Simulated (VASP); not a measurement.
Data:

```
CELL_PARAMETERS angstrom
      3.04800     0.00000     0.00000
      0.00000     3.04800     0.00000
      0.00000     0.00000     3.04800
ATOMIC_POSITIONS crystal
  Rh 0.00000 0.00000 0.00000
  Ge 0.50000 0.50000 0.50000
```

The numbers are results of PBEsol GGA, VASP's PBE PAW potentials (set 64) (plane waves; VASP 6.6.1), not measurements. Settings: 400 eV cut-off, 11×11×11 Γ-centred mesh, first-order Methfessel-Paxton smearing of 0.10 eV, potentials Rh_pv Ge_d.

Question: The ions, cell shape and volume are relaxed. Which structure does the run end with?

Answer: 
```
CELL_PARAMETERS angstrom
      3.03226     0.00000     0.00000
      0.00000     3.03226     0.00000
      0.00000     0.00000     3.03226
ATOMIC_POSITIONS crystal
  Rh 0.00000 0.00000 0.00000
  Ge 0.50000 0.50000 0.50000
```
Space group Pm-3m (221), at a tolerance of 0.03 Å.

Question: How do energy and volume change from the first to the last step?

Answer: The energy (σ→0) changes by -2.2 meV/atom and the volume by -1.5 %, in 3 ionic steps.

```json
[
 {"step": "1", "E(σ→0) (eV)": "-13.7591", "max force (eV/Å)": "0.000", "pressure (GPa)": "-3.17", "volume (Å³)": "28.32"},
 {"step": "2", "E(σ→0) (eV)": "-13.7516", "max force (eV/Å)": "0.000", "pressure (GPa)": "5.63", "volume (Å³)": "27.19"},
 {"step": "3", "E(σ→0) (eV)": "-13.7634", "max force (eV/Å)": "0.000", "pressure (GPa)": "0.02", "volume (Å³)": "27.88"}
]
```

The structure was generated: GeRh was put into the CsCl type (Pm-3m), which need not be its known phase. This run relaxes it. Symmetry was kept, so distortions that lower it aren't found. The electron count is odd and the run is not spin-polarised, which forces a metal.
